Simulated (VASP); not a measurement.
Here is the system:

```xyz
2
Lattice="1.2774 0.7375 2.0862 -1.2774 0.7375 2.0862 0.0000 -1.4750 2.0862" Properties=species:S:1:pos:R:3 pbc="T T T"
B      0.0000     0.0000     5.4762
N      0.0000     0.0000     0.7823
```

Method: r2SCAN meta-GGA, VASP's PBE PAW potentials (set 64) (plane waves; VASP). Numerical set-up: 520 eV cut-off, 14×14×14 Γ-centred mesh, tetrahedra with Blöchl corrections, potentials B N.

What does the run give for the energy per atom (σ→0), band gap (over mesh and band path) with the smallest direct gap where there is one?

The band gap (over mesh and band path) is 4.98 eV and the smallest direct gap (over mesh and band path) is 9.53 eV. The energy per atom (σ→0) is -9.586 eV/atom.

The absolute energy has meaning only against runs of the same code, potentials and settings.

The structure was generated: BN was put into the alpha-GeTe type (R3m), which need not be its known phase. It was relaxed first, which changed the volume by +7 %. The relaxed cell has space group F-43m.
